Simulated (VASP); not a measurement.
These are PBE GGA, VASP's PBE PAW potentials (set 64) (plane waves; VASP) values and carry that method's errors.

Input for VASP

**INCAR**
```
SYSTEM = C31OSi31
PREC = Normal
ENCUT = 400
EDIFF = 1E-6
NELM = 100
ALGO = Fast
LREAL = Auto
LASPH = .TRUE.
ISMEAR = 0
SIGMA = 0.05
GGA = PE
LWAVE = .TRUE.
LCHARG = .FALSE.
NELMIN = 4
ISYM = 0
NELECT = 253.0
ISPIN = 2
NUPDOWN = 1
MAGMOM = 63*0.0159
LORBIT = 11
LHYPERFINE = .TRUE.
```

**KPOINTS**
```
Automatic mesh
0
G
 1 1 1
0 0 0
```

POSCAR:
```
C31OSi31
1.0
  8.7583314357   0.0000000000   0.0000000000
  0.0000000000   8.7583314357   0.0000000000
  0.0000000000   0.0000000000   8.7583314357
Si C O
31 31 1
Cartesian
  4.3523429722   8.7467070147   8.7443983107
  6.5536637277   2.2089393153   8.7575125238
  6.5540596813   0.0015973340   2.2067661061
  8.7558251297   8.7554597627   8.7533614259
  2.1850647107   2.1710136487   8.7469290244
  4.3847551974   4.3717055323   8.7506658787
  6.5714694812   6.5645480547   8.7578853607
  2.1856384016   8.7481796432   2.1693529131
  6.6034381888   4.4138354765   2.1865715834
  4.3857891876   8.7529250079   4.3694731343
  6.6036945198   2.1884224080   4.4122085271
  6.5713676489   0.0012557538   6.5631220197
  8.7576292479   4.3793906957   8.7571535776
  2.1872547271   6.5613945010   8.7490603565
  0.0097638422   2.1890550819   2.1868767421
  2.1996061019   4.3623301239   2.1966217740
  4.3811785558   6.5728602350   2.1868492987
  8.7580882046   0.0010349685   4.3775269140
  2.2001107070   2.1994609509   4.3585359341
  4.3813835709   4.4149461258   4.4128955000
  6.5750845543   6.5762873412   4.3803356987
  2.1870274476   8.7516877412   6.5588353884
  4.3808156307   2.1891979933   6.5706094875
  6.5743386414   4.3827927995   6.5741437387
  8.7573693549   6.5632063003   2.1887192726
  0.0120704714   4.3804250950   4.3782197532
  2.1929762893   6.5654943732   4.3800644321
  8.7571645177   2.1906385996   6.5613160211
  2.1926698668   4.3814891867   6.5634369851
  4.3769513384   6.5646623553   6.5624164065
  0.0021036435   6.5689560792   6.5670871870
  5.5784189496   0.9691960248   0.9670314172
  7.6387054273   3.2809629989   1.1219975588
  7.6389954673   1.1240507893   3.2791769955
  1.0902447300   1.0885255002   1.0871210764
  3.1664857731   3.3919546330   0.9600170237
  5.4720352707   5.4473756053   1.1188765405
  7.6621566330   7.6592327517   1.0896844166
  3.1684471865   0.9625791641   3.3887039458
  7.6632490098   5.4694321957   3.2927050004
  5.4726841160   1.1208154214   5.4460613922
  7.6630829089   3.2948943424   5.4678587930
  7.6621079087   1.0918693427   7.6569221418
  1.0906397351   5.4709106099   1.0886242863
  3.2790829433   7.6521509479   1.0854734442
  1.0988426964   3.2865251437   3.2835993609
  3.3151897383   5.4486777721   3.2800846241
  5.4789235171   7.6601650042   3.2878626801
  1.0911060716   1.0917782315   5.4678454181
  3.3154685519   3.2821332381   5.4461953667
  5.4890674402   5.4723716844   5.4700031513
  7.6644350946   7.6674916498   5.4698334744
  3.2790239139   1.0876285367   7.6499194039
  5.4780671397   3.2902035702   7.6579377518
  7.6643546003   5.4716712648   7.6650735349
  1.0826111128   7.6489319485   3.2807970618
  1.0992958157   5.4712988229   5.4697149672
  3.2866460769   7.6530035417   5.4735172759
  1.0822965171   3.2823767530   7.6473519481
  3.2860373878   5.4758945288   7.6500662478
  5.4768481324   7.6502486313   7.6487921883
  1.0930198397   7.6612507536   7.6585841491
  5.6403224613   3.4510191771   3.4494113699
```

POTCAR, in this order: Si C O (PBE.64 set). Program: vasp_gam. Read from the step before: WAVECAR.

Output of the run:

### OSZICAR
```
       N       E                     dE             d eps       ncg     rms          rms(c)
DAV:   1    -0.475215759815E+03   -0.47522E+03   -0.18643E-05   896   0.140E-02    0.388E-03
RMM:   2    -0.475215759441E+03    0.37401E-06   -0.54596E-06   618   0.584E-03    0.215E-03
RMM:   3    -0.475215759363E+03    0.77602E-07   -0.15326E-06   487   0.258E-03    0.113E-03
RMM:   4    -0.475215759393E+03   -0.29835E-07   -0.47609E-07   450   0.130E-03
   1 F= -.47521576E+03 E0= -.47521576E+03  d E =-.446961E-12  mag=     1.0000
```

**OUTCAR**
```
------------------------ aborting loop because EDIFF is reached ----------------------------------------
  FORCE on cell =-STRESS in cart. coord.  units (eV):
  Direction    XX          YY          ZZ          XY          YZ          ZX
  --------------------------------------------------------------------------------------
  Total      -16.8413857    -14.3648243    -14.3658303      4.7161382      2.2837211      4.7441025
  in kB      -40.1628272    -34.2567984    -34.2591975     11.2469038      5.4461490     11.3135922
  external PRESSURE =     -36.2262744 kB  Pullay stress =       0.0000000 kB
  volume of cell :      671.84
      direct lattice vectors                 reciprocal lattice vectors
     8.758331436  0.000000000  0.000000000     0.114176999  0.000000000  0.000000000
     0.000000000  8.758331436  0.000000000     0.000000000  0.114176999  0.000000000
     0.000000000  0.000000000  8.758331436     0.000000000  0.000000000  0.114176999
 POSITION                                       TOTAL-FORCE (eV/Angst)
 -----------------------------------------------------------------------------------
      4.35234      8.74671      8.74440        -0.004140      0.001266      0.001993
      6.55366      2.20894      8.75751         0.000683      0.009105     -0.003506
      6.55406      0.00160      2.20677        -0.000363     -0.007158      0.006100
      8.75583      8.75546      8.75336         0.004670      0.004249      0.004264
      2.18506      2.17101      8.74693        -0.003052     -0.012203     -0.006324
      4.38476      4.37171      8.75067        -0.001710     -0.000893     -0.000599
      6.57147      6.56455      8.75789         0.001268      0.008562      0.008338
      2.18564      8.74818      2.16935        -0.008234      0.004922     -0.011338
      6.60344      4.41384      2.18657        -0.002465      0.002428     -0.002503
      4.38579      8.75293      4.36947        -0.003967      0.001446      0.001095
      6.60369      2.18842      4.41221         0.000811     -0.001318      0.004677
      6.57137      0.00126      6.56312         0.004509      0.008077      0.004016
      8.75763      4.37939      8.75715         0.003110      0.001516      0.000950
      2.18725      6.56139      8.74906         0.004007     -0.001305     -0.009762
      0.00976      2.18906      2.18688         0.011716     -0.012989     -0.009226
      2.19961      4.36233      2.19662         0.000485     -0.006082     -0.004719
      4.38118      6.57286      2.18685        -0.003060      0.009989     -0.005345
      8.75809      0.00103      4.37753        -0.001124     -0.001592      0.002098
      2.20011      2.19946      4.35854         0.005849     -0.013913      0.003375
      4.38138      4.41495      4.41290         0.001620      0.005710      0.000990
      6.57508      6.57629      4.38034        -0.005691      0.010162      0.011456
      2.18703      8.75169      6.55884         0.010244     -0.007489     -0.005325
      4.38082      2.18920      6.57061         0.001297     -0.014786      0.011066
      6.57434      4.38279      6.57414         0.003534      0.001043      0.008745
      8.75737      6.56321      2.18872        -0.003767      0.012273     -0.006084
      0.01207      4.38043      4.37822         0.011858      0.003906      0.008466
      2.19298      6.56549      4.38006         0.012386      0.012961      0.004637
      8.75716      2.19064      6.56132         0.001030     -0.002988      0.005886
      2.19267      4.38149      6.56344         0.014279      0.005624      0.013523
      4.37695      6.56466      6.56242        -0.005834      0.001457      0.001086
      0.00210      6.56896      6.56709        -0.000441      0.005818      0.003405
      5.57842      0.96920      0.96703        -0.014805     -0.008754     -0.006524
      7.63871      3.28096      1.12200        -0.006178      0.005620      0.006164
      7.63900      1.12405      3.27918        -0.004728      0.008493      0.002546
      1.09024      1.08853      1.08712        -0.005642     -0.001090     -0.002120
      3.16649      3.39195      0.96002        -0.003056      0.004072      0.000810
      5.47204      5.44738      1.11888         0.009154     -0.004480      0.011931
      7.66216      7.65923      1.08968        -0.003972     -0.008043      0.008930
      3.16845      0.96258      3.38870        -0.017839      0.001081      0.006143
      7.66325      5.46943      3.29271         0.001880      0.002953     -0.003471
      5.47268      1.12082      5.44606        -0.000017      0.010567     -0.007858
      7.66308      3.29489      5.46786         0.003416     -0.000724     -0.003467
      7.66211      1.09187      7.65692        -0.004190      0.007309     -0.001192
      1.09064      5.47091      1.08862        -0.003366     -0.002508      0.013774
      3.27908      7.65215      1.08547        -0.003318     -0.012152     -0.004756
      1.09884      3.28653      3.28360        -0.005007      0.006375     -0.000238
      3.31519      5.44868      3.28008         0.007224     -0.010681     -0.001413
      5.47892      7.66017      3.28786         0.005525     -0.002688     -0.004031
      1.09111      1.09178      5.46785        -0.004032      0.008747      0.000222
      3.31547      3.28213      5.44620        -0.001893     -0.001280     -0.011911
      5.48907      5.47237      5.47000         0.011916      0.000008     -0.001900
      7.66444      7.66749      5.46983         0.004837     -0.005865      0.000073
      3.27902      1.08763      7.64992        -0.007986      0.001273     -0.008083
      5.47807      3.29020      7.65794         0.009360     -0.003564      0.001954
      7.66435      5.47167      7.66507         0.002133      0.001999     -0.000374
      1.08261      7.64893      3.28080        -0.004135     -0.000919     -0.013096
      1.09930      5.47130      5.46971        -0.002449     -0.000020     -0.009874
      3.28665      7.65300      5.47352         0.003560     -0.002495      0.001822
      1.08230      3.28238      7.64735        -0.000492     -0.012885     -0.005607
      3.28604      5.47589      7.65007         0.010335     -0.001034      0.002687
      5.47685      7.65025      7.64879        -0.013177      0.004188     -0.000283
      1.09302      7.66125      7.65858        -0.013130     -0.008267     -0.006052
      5.64032      3.45102      3.44941         0.000564     -0.003032     -0.006239
 -----------------------------------------------------------------------------------
    total drift:                               -0.030732     -0.070940     -0.065772
  FREE ENERGIE OF THE ION-ELECTRON SYSTEM (eV)
  ---------------------------------------------------
  free  energy   TOTEN  =      -475.2157593928 eV

  energy  without entropy=     -475.2157593928  energy(sigma->0) =     -475.21575939

 total charge

# of ion       s       p       d       tot
------------------------------------------
    1        0.699   0.972   0.000   1.670
    2        0.699   0.969   0.000   1.669
    3        0.699   0.970   0.000   1.669
    4        0.698   0.960   0.000   1.658
    5        0.698   0.971   0.000   1.670
    6        0.699   0.973   0.000   1.672
    7        0.697   0.951   0.000   1.648
    8        0.698   0.971   0.000   1.670
    9        0.701   0.910   0.000   1.612
   10        0.699   0.973   0.000   1.672
   11        0.701   0.911   0.000   1.612
   12        0.697   0.952   0.000   1.649
   13        0.697   0.951   0.000   1.648
   14        0.698   0.960   0.000   1.658
   15        0.697   0.961   0.000   1.658
   16        0.699   0.968   0.000   1.667
   17        0.697   0.961   0.000   1.658
   18        0.697   0.951   0.000   1.648
   19        0.699   0.968   0.000   1.667
   20        0.701   0.911   0.000   1.612
   21        0.698   0.964   0.000   1.662
...
```
(Selected blocks of OUTCAR.)

At this cut-off the stress carries a Pulay error, which pulls relaxed volumes low. The cell is charged, with a uniform compensating background.  The supercell is sampled at Γ alone, which is coarse: total energies, pressure and levels can be off, energies of defects by several tenths of an eV.

The cell is a supercell with a defect, built from SiC (zinc blende): O_C-vac_Si, charge +1.
